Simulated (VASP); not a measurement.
# Quasiparticle energies of SiC (Moissanite) in VASP, part 3 of 3

How does the gap of SiC (Moissanite) change from the starting functional to GW? The cell is of the wurtzite type, one of the forms listed for this formula. The start is a cell from a database of measured crystal structures.

VASP 6.6.1, plane waves and PAW; the level of theory is named at each step.

So far, quasiparticle gap on the mesh (eV): step 4 (G0W0, bands in the sums 36) 2.89; step 6 (G0W0, bands in the sums 72) 2.97.

### 8. G0W0, bands in the sums 140

This step: G0W0 on LDA; plane waves and PAW (Si_GW, C_GW) (VASP 6.6.1).

The sums now run over 140 bands at the same response cutoff.

Input file INCAR:

```
SYSTEM = SiC
PREC = Accurate
ENCUT = 440
ISMEAR = 0
SIGMA = 0.01
LREAL = .FALSE.
GGA = CA
NBANDS = 140
ALGO = EVGW0
NELMGW = 1
ENCUTGW = 180
NOMEGA = 48
PRECFOCK = Fast
NBANDSGW = 16
LWAVE = .FALSE.
LCHARG = .FALSE.
```

Input file POSCAR:

```
SiC
1.0
    3.0760000000      0.0000000000      0.0000000000
   -1.5380000000      2.6638941420      0.0000000000
    0.0000000000      0.0000000000      5.0480000000
Si C
2 2
Direct
    0.6666666667      0.3333333333      0.5000000000
    0.3333333333      0.6666666667      0.0000000000
    0.6666666667      0.3333333333      0.8850000000
    0.3333333333      0.6666666667      0.3850000000
```

Input file KPOINTS:

```
Automatic mesh
0
Gamma
6 6 3
0 0 0
```

The projector-augmented-wave data sets are Si_GW and C_GW (LDA family, release 64).

Run with:

```console
mpirun -np 4 vasp_std
```

The log of the run:

```text
[banner, memory and clock lines left out]
running    4 mpi-ranks, on    1 nodes
[...]
[... a notice as in an earlier step ...]

 LDA part: xc-table for (Slater(with rela. corr.)+CA(PZ))
 , standard interpolation
 found WAVECAR, reading the header
 POSCAR, INCAR and KPOINTS ok, starting setup
[...]
reading WAVECAR
 the WAVECAR file was read successfully
 initial charge from wavefunction
 available memory per node:    189.65 GB, setting MAXMEM to    194198

 The Fermi energy was updated, please check that it is located mid-gap
 values below the HOMO (VB) or above the LUMO (CB) will cause erroneous energies
 E-fermi :   9.1397

 calculate exact exchange contribution
 the WAVEDER file was read successfully
energies w=
    0.000    0.000    0.783    0.000    1.562    0.000    2.335    0.000
    3.100    0.000    3.853    0.000    4.595    0.000    5.323    0.000
    6.037    0.000    6.738    0.000    7.427    0.000    8.104    0.000
[...]
total number of BLAS operations       1681.80 Gflops
NQ=  10    0.3333    0.0000    0.3333,
|.........|.........|.........|.........|.........|.........|.........|.........
 performed       4672000 updates of chi_q(r,r)
 total number of BLAS operations       1916.91 Gflops
NQ=  11    0.5000   -0.0000    0.3333,
|.........|.........|.........|.........|.........|.........|.........|.........
 performed       5142000 updates of chi_q(r,r)
 total number of BLAS operations       2112.38 Gflops
NQ=  12    0.1667    0.1667    0.3333,
|.........|.........|.........|.........|.........|.........|.........|.........
 performed       5773000 updates of chi_q(r,r)
 total number of BLAS operations       2368.05 Gflops
NQ=  13    0.3333    0.1667    0.3333,
|.........|.........|.........|.........|.........|.........|.........|.........
 performed       6484000 updates of chi_q(r,r)
 total number of BLAS operations       2661.53 Gflops
NQ=  14    0.3333    0.3333    0.3333,
|.........|.........|.........|.........|.........|.........|.........|.........
 performed       6873000 updates of chi_q(r,r)
 total number of BLAS operations       2832.10 Gflops
 resolving degeneracies of screened two electron integrals

 calculate QP shifts <psi_nk| G(iteration)W_0 |psi_nk>: iteration 1
 entering main loop
```

Wall time 4.1 min (4 MPI ranks of AMD EPYC 7R43, shared host); peak memory 0.94 GiB.

OUTCAR, selected parts (step 8):

```text
 QP shifts <psi_nk| G(iteration)W_0 |psi_nk>: iteration 1
 for sc-GW calculations column KS-energies equals QP-energies in previous step
 and V_xc(KS)=  KS-energies - (<T + V_ion + V_H > + <T+V_H+V_ion>^1  + <V_x>^1)
 k-point   1 :       0.0000    0.0000    0.0000
  band No.  KS-energies  QP-energies   sigma(KS)   V_xc(KS)     V^pw_x(r,r')   Z            occupation Imag(sigma)
    ...
      5       6.4878       5.9817     -15.2360     -14.5866     -17.4954       0.7793       2.0000       0.0713
      6       7.7702       7.3873     -15.5837     -15.0960     -17.5072       0.7850       2.0000       0.0638
      7       7.7702       7.3873     -15.5837     -15.0960     -17.5072       0.7850       2.0000       0.0638
      8       8.0427       7.6830     -15.3900     -14.9325     -17.1353       0.7862       2.0000       0.0603
      9      12.6219      13.3229     -11.6097     -12.4917      -6.9606       0.7948       0.0000      -0.0891
     10      14.0730      14.7261     -12.0353     -12.8735      -6.9709       0.7792       0.0000      -0.1101
     11      14.4321      15.2412     -10.6122     -11.6326      -5.6541       0.7929       0.0000      -0.1059
     12      14.4321      15.2412     -10.6122     -11.6326      -5.6541       0.7929       0.0000      -0.1059
    ...

[... 1 part as in an earlier step ...]

[... 2 further parts left out ...]
[key lines of the parts left out:]
E-fermi :   9.1397
```

The gap is now 3.072 eV, +104 meV against the GW run before.

### 9. Empty bands

This step: LDA; plane waves and PAW (Si_GW, C_GW) (VASP 6.6.1).

The empty bands are made again, for the run that follows.

Input file INCAR:

```
SYSTEM = SiC
PREC = Accurate
ENCUT = 440
ISMEAR = 0
SIGMA = 0.01
LREAL = .FALSE.
GGA = CA
NBANDS = 228
ALGO = Exact
NELM = 1
LWAVE = .TRUE.
LCHARG = .FALSE.
LOPTICS = .TRUE.
NEDOS = 1000
CSHIFT = 0.1
```

POSCAR is that of step 8.

KPOINTS is that of step 8.

Run with:

```console
mpirun -np 4 vasp_std
```

The log of the run:

```text
[banner, memory and clock lines left out]
running    4 mpi-ranks, on    1 nodes
[...]
LDA part: xc-table for (Slater(with rela. corr.)+CA(PZ))
 , standard interpolation
 found WAVECAR, reading the header
  number of bands has changed, file:    14 present:   228
  trying to continue reading WAVECAR, but it might fail
 POSCAR, INCAR and KPOINTS ok, starting setup
[...]
reading WAVECAR
 random initialization beyond band           14
 the WAVECAR file was read successfully
 initial charge from wavefunction
 entering main loop
       N       E                     dE             d eps       ncg     rms          rms(c)
[... 1 cycle as in an earlier step ...]
   1 F= -.33215207E+02 E0= -.33215207E+02  d E =-.137556E-34
 writing wavefunctions
 optical routines
 imaginary and real dielectric function
 recalculating local potential from charge density
 direction            1
 direction            2
 direction            3
```

It took 25 s on 4 MPI ranks; peak memory 0.66 GiB.

From OUTCAR (step 9):

```text
  Total       -0.8844969     -0.8844969     -1.9848061      0.0000000     -0.0000000      0.0000000
  in kB      -34.2597565    -34.2597565    -76.8786995      0.0000000     -0.0000000      0.0000000
  external PRESSURE =     -48.4660708 kB  Pullay stress =       0.0000000 kB

 POSITION                                       TOTAL-FORCE (eV/Angst)
 -----------------------------------------------------------------------------------
      1.53800      0.88796      2.52400         0.000000     -0.000000      0.734608
     -0.00000      1.77593      0.00000        -0.000000      0.000000      0.734608
      1.53800      0.88796      4.46748        -0.000000      0.000000     -0.734608
     -0.00000      1.77593      1.94348         0.000000     -0.000000     -0.734608
 -----------------------------------------------------------------------------------
    total drift:                                0.000000      0.000000     -0.000192

[... 3 parts as in an earlier step ...]

[... 2 further parts left out ...]
[key lines of the parts left out:]
E-fermi :   8.1266
```

WAVECAR now holds 228 bands for 16 electrons.

### 10. G0W0, bands in the sums 228

This step: G0W0 on LDA; plane waves and PAW (Si_GW, C_GW) (VASP 6.6.1).

The sums now run over 228 bands at the same response cutoff.

Input file INCAR:

```
SYSTEM = SiC
PREC = Accurate
ENCUT = 440
ISMEAR = 0
SIGMA = 0.01
LREAL = .FALSE.
GGA = CA
NBANDS = 228
ALGO = EVGW0
NELMGW = 1
ENCUTGW = 180
NOMEGA = 48
PRECFOCK = Fast
NBANDSGW = 16
LWAVE = .FALSE.
LCHARG = .FALSE.
```

POSCAR is that of step 9.

KPOINTS is that of step 9.

Run with:

```console
mpirun -np 4 vasp_std
```

The log of the run:

```text
[banner, memory and clock lines left out]
running    4 mpi-ranks, on    1 nodes
[...]
[... a notice as in an earlier step ...]

 LDA part: xc-table for (Slater(with rela. corr.)+CA(PZ))
 , standard interpolation
 found WAVECAR, reading the header
 POSCAR, INCAR and KPOINTS ok, starting setup
[...]
reading WAVECAR
 the WAVECAR file was read successfully
 initial charge from wavefunction
 available memory per node:    188.57 GB, setting MAXMEM to    193092

 The Fermi energy was updated, please check that it is located mid-gap
 values below the HOMO (VB) or above the LUMO (CB) will cause erroneous energies
 E-fermi :   9.1397

 calculate exact exchange contribution
 the WAVEDER file was read successfully
energies w=
    0.000    0.000    0.783    0.000    1.564    0.000    2.338    0.000
    3.103    0.000    3.857    0.000    4.599    0.000    5.328    0.000
    6.043    0.000    6.745    0.000    7.435    0.000    8.113    0.000
[...]
total number of BLAS operations       2771.18 Gflops
NQ=  10    0.3333    0.0000    0.3333,
|.........|.........|.........|.........|.........|.........|.........|.........
 performed       7700000 updates of chi_q(r,r)
 total number of BLAS operations       3157.53 Gflops
NQ=  11    0.5000   -0.0000    0.3333,
|.........|.........|.........|.........|.........|.........|.........|.........
 performed       8474000 updates of chi_q(r,r)
 total number of BLAS operations       3479.48 Gflops
NQ=  12    0.1667    0.1667    0.3333,
|.........|.........|.........|.........|.........|.........|.........|.........
 performed       9510000 updates of chi_q(r,r)
 total number of BLAS operations       3899.38 Gflops
NQ=  13    0.3333    0.1667    0.3333,
|.........|.........|.........|.........|.........|.........|.........|.........
 performed      10678000 updates of chi_q(r,r)
 total number of BLAS operations       4380.92 Gflops
NQ=  14    0.3333    0.3333    0.3333,
|.........|.........|.........|.........|.........|.........|.........|.........
 performed      11320000 updates of chi_q(r,r)
 total number of BLAS operations       4662.50 Gflops
 resolving degeneracies of screened two electron integrals

 calculate QP shifts <psi_nk| G(iteration)W_0 |psi_nk>: iteration 1
 entering main loop
```

Wall time 5.6 min (4 MPI ranks); peak memory 1.1 GiB.

From OUTCAR (step 10):

```text
 QP shifts <psi_nk| G(iteration)W_0 |psi_nk>: iteration 1
 for sc-GW calculations column KS-energies equals QP-energies in previous step
 and V_xc(KS)=  KS-energies - (<T + V_ion + V_H > + <T+V_H+V_ion>^1  + <V_x>^1)
 k-point   1 :       0.0000    0.0000    0.0000
  band No.  KS-energies  QP-energies   sigma(KS)   V_xc(KS)     V^pw_x(r,r')   Z            occupation Imag(sigma)
    ...
      5       6.4878       5.8702     -15.3794     -14.5866     -17.4954       0.7790       2.0000       0.0812
      6       7.7702       7.2663     -15.7380     -15.0960     -17.5072       0.7847       2.0000       0.0772
      7       7.7702       7.2663     -15.7380     -15.0960     -17.5072       0.7847       2.0000       0.0772
      8       8.0427       7.5626     -15.5434     -14.9325     -17.1353       0.7859       2.0000       0.0733
      9      12.6219      13.2243     -11.7335     -12.4917      -6.9606       0.7946       0.0000      -0.0772
     10      14.0730      14.6228     -12.1677     -12.8735      -6.9709       0.7791       0.0000      -0.0964
     11      14.4321      15.1551     -10.7205     -11.6326      -5.6541       0.7926       0.0000      -0.0956
     12      14.4321      15.1551     -10.7205     -11.6326      -5.6541       0.7926       0.0000      -0.0956
    ...

[... 1 part as in an earlier step ...]

[... 2 further parts left out ...]
[key lines of the parts left out:]
E-fermi :   9.1397
```

The gap is now 3.125 eV, +53 meV against the GW run before.

### 11. Summary

This step: GW series: G0W0 on LDA; plane waves and PAW (VASP 6.6.1).

Derived from the runs above.

Cost is wall time times ranks on a shared host, with the step that makes the empty bands. GW runs:

```csv
level,bands,ENCUTGW (eV),NOMEGA,k mesh,starting gap (eV),quasiparticle gap (eV),direct gap (eV),cost (core minutes)
G0W0,36,180,48,6x6x3,2.194,2.894,4.955,6.48
G0W0,72,180,48,6x6x3,2.194,2.968,4.983,11.81
G0W0,140,180,48,6x6x3,2.194,3.071,5.051,17.67
G0W0,228,180,48,6x6x3,2.194,3.125,5.086,24.14
```

### 12. Summary of results

```
G0W0 on LDA, 228 bands, ENCUTGW 180 eV, NOMEGA 48, mesh 6×6×3 : 2.194 → 3.125 eV
G0W0 on LDA, 36 bands, ENCUTGW 180 eV, NOMEGA 48, mesh 6×6×3  : 2.194 → 2.894 eV
```

In words: G0W0 gives a quasiparticle gap of 3.125 eV on the mesh, 0.93 eV over the LDA gap on the same mesh. On this mesh the starting valence top lies at Γ and the conduction bottom at (0.333, 0.333, 0), so the starting gap is indirect. The steps of the series move the gap by +74, +104, +54 meV; the last costs 1.4 times the one before. The last step lies outside a tolerance of 30 meV, picked for this account, and the last two together move the gap by +157 meV. Response cutoff and mesh weren't varied, so the series can only reach this cutoff's value, and band edges off the mesh aren't seen. The given cell is kept, although it stands at -4.8 GPa at LDA and ENCUT = 440 eV, which holds the mismatch of the given cell with this functional and any basis-set error. The atoms weren't relaxed and carry forces of up to 0.73 eV/Å at LDA in the first static run, so the numbers belong to the given coordinates, and a relaxation would change them. Not tabulated here, as repeats of values shown or as unfit to read for their mesh, reference level or band range: eps2 curves (empty bands); eps1 curves and static values (empty bands); gaps (empty bands).

[Lines on the potential files, build, host, timing and source positions are cut from VASP's logs without a mark.]

[Logs are printed without paths, hosts, clocks, repeated set-up lines and the standing remarks that a program may print on its own settings, such as how far it seeks lower states.]

[Hosts, paths, dates, database ids (printed as entryN), source tags and the programs' standing remarks are cut or masked in the printed files.]

[Pressures printed for these runs are not shown converged in the cutoff: they can be off by several GPa and have the wrong sign.]
